The row at 15.581 Å³ per atom looks wrong. Going down the table, the pressure first drops by 10 GPa or more a row, then by less than 5 GPa into this row and by about 4 GPa out of it. The next drop is again more than 7 GPa. Someone reading only the pressure column could suspect a bad calculation, or a metal that changes its character near this volume.

VASP 6.6.1 calculations with the PBE functional and the Mo_sv PAW potential for body-centred cubic molybdenum at fixed volumes, without spin polarisation, spin–orbit coupling or a dispersion correction. The plane-wave cutoff is 520 eV, the k mesh 12 × 12 × 12 and the Gaussian smearing 0.1 eV wide. Pressure is positive in compression.

```
volume (Å³/atom)  shortest distance (Å)  pressure (GPa)
          14.386                  2.654           30.25
          14.860                  2.683           18.51
          15.335                  2.711            8.51
          15.581                  2.725            3.92
          15.809                  2.738           -0.01
          16.283                  2.766           -7.27
          16.758                  2.792          -13.46
          17.232                  2.818          -18.73
```

The volume column removes the suspicion. This row is an extra point between two others that are one ordinary step apart, so the volume changes by only about half the usual amount on either side of it. Divide each pressure change by its volume change and the irregularity disappears: the slope weakens at every step, from −24.8 to −11.1 GPa per Å³. No row breaks the pattern beyond what rounding allows. What needs explaining is why eight separate calculations on a metal lie on such a clean curve, and why that curve bends.

Pressure here is the force per area needed to hold the crystal at the chosen volume. It is positive when the crystal pushes outward and negative when it pulls inward. It passes through zero at 15.809 Å³, which is therefore the equilibrium volume for the PBE functional. Smaller cells are squeezed and larger ones are stretched equally in all directions.

Two tendencies compete in molybdenum. Its d electrons bond neighbouring atoms and draw them together, while the outer s and p electrons and the overlapping inner shells resist being crowded. At equilibrium the two balance. Both climb ever more steeply as the atoms close in, the resistance most of all. The difference between them therefore grows faster and faster on compression, and each further bit of volume removed costs more pressure than the last. On expansion both fade, and the crystal becomes easier to stretch. This is the standard picture of bonding in transition metals; the calculation gives only the sum of the two and can't confirm how they share it.

One sign of the fading overlap can be seen directly. At the centre of the Brillouin zone, where the electron wave has the same phase in every cell of the crystal, the d levels form a lower group of three and an upper group of two. The gap between the groups shrinks from 3.22 to 2.77 eV as the volume grows from 14.860 to 16.758 Å³. That is a fall of 14%, with no change in the order of the levels. At this point of the zone, the two volumes compared give no sign of a switch that could put a step in the pressure.

Bending is one matter and breaking another. Numerical faults aside, a break needs something that can switch: atoms moving to new positions inside the cell, a magnetic moment appearing, or electrons emptying one band into another. This cell holds a single atom, so moving it would only shift the whole crystal, and the cell is kept body-centred cubic throughout. Spin polarisation is switched off, so no moment can form. That suits bulk molybdenum, which is known to be non-magnetic.

The bands themselves could still cause trouble. In a metal a band can cross the Fermi level, the border between filled and empty states, as the volume changes, and this can leave a faint kink in the slope of the pressure. Levels were compared at sixteen points of the Brillouin zone, again at 14.860 and 16.758 Å³. In the two bands that have levels on both sides of the border at these points, the seventh and eighth, not one level changes sides, and the ninth stays above it throughout. The test is coarse, since even the nearest of these levels lies about 0.2 eV from the border. The rest of the zone and the two outermost rows of the table were not compared, and the smearing of the occupations would blur a weak kink, so a small change elsewhere remains possible. One figure covers the whole mesh and every row: the gap between the energy at zero smearing and the free energy, which grows with the number of levels close to the border. It rises from 0.47 to 0.88 meV from the smallest cell to the largest, so levels do gather near the border as the crystal expands, but the rise is gradual and has no jump.

To judge how smooth the curve is, it helps to have a formula that knows only the equilibrium and the stiffness there. Let V be the volume per atom, V₀ its equilibrium value, P the pressure and B₀ the bulk modulus at zero pressure, meaning the pressure needed per unit of relative compression. Suppose the energy rises as the square of the strain, with the strain measured as

f = [(V₀/V)^(2/3) − 1] / 2

The pressure is minus the slope of the energy with volume, which gives

P = 1.5 B₀ [(V₀/V)^(7/3) − (V₀/V)^(5/3)]

This is the second-order Birch–Murnaghan equation. Although the energy is a plain square in f, the pressure curve already bends in the right direction, because f itself changes faster on compression than on expansion.

Both constants are read from the middle of the table; the output calls the estimate parameter-free only in the sense that nothing is fitted. V₀ is the volume of the row at 15.809 Å³. B₀ comes from the pressure difference between the rows at 15.335 and 16.283 Å³, divided by the difference of the logarithms of their volumes, and is 263 GPa. The smallest cell played no part in this, which makes it a fair trial:

V₀/V = 15.809 / 14.386 = 1.099
P = 1.5 × 263 GPa × (1.246 − 1.170) = 30.0 GPa

The calculation gives 30.25 GPa, so the formula is low by about 1% of the pressure. At the largest volume it overstates the tension by about 2%. These misses grow gradually towards both ends, whereas a broken row would stand apart from its neighbours. Most of this is expected from the way the stiffness changes with pressure: in the table the bulk modulus rises by about 4.3 GPa for each GPa of pressure, while the formula has a rise of 4 built in at equilibrium. A difference taken over a finite range is also expected to put B₀ slightly high, which hides part of the miss on compression and adds to it on expansion. For the row that looked wrong, the estimate differs from the table by 0.014 GPa, no more than the rounding of the printed values and of the same size as the miss at the equilibrium row next to it.

A smooth curve could still be smoothly wrong. With plane waves, too small a basis can spoil the computed pressure while leaving energy differences nearly right. The two can be compared, because pressure times change of volume must equal the change of free energy with its sign reversed. Using the average pressure between neighbouring rows, the two agree within 0.3 meV for every step, while the largest step is 72 meV. Over a full step 0.3 meV amounts to about 0.1 GPa, and averaging two pressures on a bent curve is expected to err by a similar amount, so a uniform offset of that size can't be ruled out. To that accuracy the pressures can be trusted as the slope of this energy curve, though the test can't tell how close the curve is to nature.

That distinction matters for the row at 15.581 Å³, which can mislead in a second way. Its volume is close to the measured one at room temperature, yet the calculation finds a pressure of 3.9 GPa. Real molybdenum on a bench is under no such load. PBE places the equilibrium about 1.5% higher in volume, so a cell of the measured size counts as compressed. Thermal and zero-point motion are missing, but they would normally enlarge the crystal further and so can't explain the difference; spin–orbit coupling is also absent, and its share has not been tested.

In practice, judge a table like this by slopes and not by steps, above all where the spacing changes. To turn a strain into a pressure, measure the strain from the equilibrium volume of the same calculation, not from the measured volume. Do not stretch the zero-pressure stiffness too far either. At 9% compression a straight line gives 0.09 × 263 GPa, or about 24 GPa, roughly a fifth below the computed pressure. At 9% expansion the same line gives about 24 GPa of tension, roughly a quarter too much.

The same reasoning carries over to other metals. Tungsten, one row further down the periodic table, has the same structure and a similarly filled d band, so its curve should have the same shape; it is known to be stiffer, so the curve should be steeper. Iron in the face-centred cubic structure is different when spin is allowed, because it has states of small and large magnetic moment that prefer different volumes. A series that passes from one state to the other can show a real jump or kink, and there the moment in each row should be checked before any curve is drawn.

For molybdenum, the likeliest place for a large break lies outside what these cells are allowed to do. Strong stretching could eventually favour magnetic moments, since a free molybdenum atom has unpaired electrons. A stretched crystal might also give way by shearing or by changing its structure. Neither would show here, so the smooth tension branch is no proof that the metal could bear such a load. Answering that takes calculations with spin switched on and a starting moment on the atoms, and with cells slightly distorted on purpose, because a perfectly cubic cell feels no push towards a lower symmetry. The differences and the estimate for each row are in the output below.

Numerical output:

```
Parameter-free estimate against the table:
     row  estimated pressure GPa  estimate less table GPa
  14.386                   29.97                  -0.2794
   14.86                   18.43                  -0.0764
  15.335                   8.511                 0.001166
  15.581                   3.934                  0.01436
  15.809                       0                     0.01
  16.283                  -7.326                 -0.05593
  16.758                  -13.65                  -0.1892
  17.232                  -19.09                  -0.3562
Change from the row above:
     row  slope GPa per A3  bulk modulus GPa  free-energy change meV  pressure work meV
   14.86            -24.77             362.1                  -71.91             -72.13
  15.335            -21.05             317.8                  -39.79             -40.05
  15.581            -18.66             288.4                   -9.59             -9.543
  15.809            -17.24             270.5                   -2.84             -2.782
  16.283            -15.32             245.7                   10.87              10.77
  16.758            -13.03             215.3                   30.75              30.73
  17.232            -11.12             188.9                   47.67              47.62
Bulk modulus around zero pressure, GPa: 263.1
Rise of bulk modulus per GPa of pressure, whole range: 4.279
Pressure at the smallest volume over tension at the largest: 1.615
Largest pressure error from rounding of volume and pressure, GPa: 0.01738
Largest gap between free-energy change and pressure work, meV: 0.2633
Levels of bands 7 and 8 that change side of the Fermi level, 16 k points: 0
d splitting at Gamma at 14.860 A3, eV: 3.218
d splitting at Gamma at 16.758 A3, eV: 2.774
Fall of this splitting, percent: 13.78
```
